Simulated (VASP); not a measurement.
Method: LDA (Ceperley-Alder, Perdew-Zunger), VASP's LDA PAW potentials (set 64) (plane waves; VASP).

Input for VASP

POSCAR:
```
NiSb
3.6015810
  1.0000000000   0.0000000000   0.0000000000
 -0.4999998612   0.8660252261   0.0000000000
  0.0000000000   0.0000000000   3.3736261936
Ni Sb
4 4
direct
  0.3279610000   0.6539440000   0.1248460000
  0.6688800000   0.3365310000   0.6256120000
  0.6633950000   0.3330240000   0.8756860000
  0.3345310000   0.6689030000   0.3770580000
 -0.0065000000   0.0091210000   0.0001630000
  0.0052970000  -0.0024760000   0.4980360000
  0.3383490000   0.6708080000   0.7488930000
  0.6680860000   0.3301440000   0.2497050000
```

File KPOINTS:
```
Automatic mesh
0
Gamma
4 4 1
0.5 0.5 0.5
```

### INCAR
```
SYSTEM = NiSb
PREC = Accurate; ENCUT = 300; LREAL = .FALSE.
LASPH = .TRUE.
EDIFF = 1E-6; NELM = 100; ALGO = Normal
LMAXMIX = 4
ISMEAR = 0; SIGMA = 0.002
MAGMOM = 4*2.0 4*0.0
ISPIN = 2
ISIF = 2
LWAVE = .FALSE.; LCHARG = .FALSE.; LORBIT = 11
```

POTCAR, in this order: Ni Sb (LDA.64 set). Program: vasp_std.

At this cut-off the stress carries a Pulay error, which pulls relaxed volumes low. Unless said otherwise, spin-orbit coupling is left out, though it shifts the bands of the heavy elements here.

Question: Estimate the energy per atom (σ→0), cell moment, pressure, largest force, band gap (on the k-mesh).

Answer: 
- energy per atom (σ→0) = -5.787 eV/atom
- cell moment = 0.00 μB
- band gap (on the k-mesh) = none (metal, semimetal or under 0.01 eV)
- pressure = -13.5 kbar
- largest force = 0.912 eV/Å

File OSZICAR:
```
...
DAV:  17    -0.462994125636E+02   -0.57480E-03   -0.39741E-04  5888   0.287E-01    0.274E-01
DAV:  18    -0.462997875980E+02   -0.37503E-03   -0.46957E-04  5952   0.310E-01    0.185E-01
DAV:  19    -0.462999174542E+02   -0.12986E-03   -0.15681E-04  5296   0.110E-01    0.108E-01
DAV:  20    -0.462999417978E+02   -0.24344E-04   -0.59236E-05  5632   0.867E-02    0.638E-02
DAV:  21    -0.462999484273E+02   -0.66296E-05   -0.16742E-05  4632   0.549E-02    0.331E-02
DAV:  22    -0.462999521016E+02   -0.36743E-05   -0.58406E-06  4576   0.207E-02    0.927E-03
DAV:  23    -0.462999517324E+02    0.36926E-06   -0.13410E-06  2440   0.146E-02
   1 F= -.46299952E+02 E0= -.46299952E+02  d E =-.344732E-06  mag=     0.0020
```

The structure was generated: NiSb was put into an ordered model structure, which need not be its known phase. The cell was not relaxed at this level, atoms are displaced from their ideal sites. The k-mesh is coarse (spacing up to 0.52 per Å, 2π included), so the numbers may not be converged in it. The run is one of a series of settings (SIGMA = 0.002 against the base run), some of them coarse on purpose.
